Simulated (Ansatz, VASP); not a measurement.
## Two plane-wave programs on TiIn2

```
CELL_PARAMETERS angstrom
4.94028 0.00000 0.00000
-2.47014 4.27840 0.00000
0.00000 0.00000 3.02056
ATOMIC_POSITIONS crystal
Ti 0.00000 0.00000 0.00000
In 0.33333 0.66667 0.50000
In 0.66667 0.33333 0.50000
```

Change from the starting cell: species swapped into the EuSi2 type (P6/mmm, No. 191).

Alike in both runs: task single point; functional PBE; k mesh 6 × 6 × 6; occupations gaussian, width 0.1 eV; collinear spin.

|  | VASP | Ansatz |
| --- | --- | --- |
| version | VASP 6.6.1 | Ansatz 0.2.0 |
| potentials or method | VASP PAW PBE potentials, release 64 (Ti_sv, In_d) | scalar-relativistic, plane waves, PAW |
| plane-wave cutoff (eV) | 520 | 420 |
| valence electrons in the cell | 38 | 38 |

```tsv
	VASP	Ansatz	Ansatz less VASP
gap on the k mesh at the Fermi level (eV)	none	none	-
pressure (GPa)	0.2	0.2	0.00
largest component of the traceless stress (GPa)	0.32	0.29	-0.029
net moment per atom (μB)	0.32	0.32	0.000
size of the moment on the site where the two differ most (μB)	0.74	0.79	+0.052
```

Site moments also hang on the region over which each program counts them. A gap of «none» marks a metal or a gap that the smearing closes. The functional is the same, so the differences come from potentials, cutoffs and numerics.
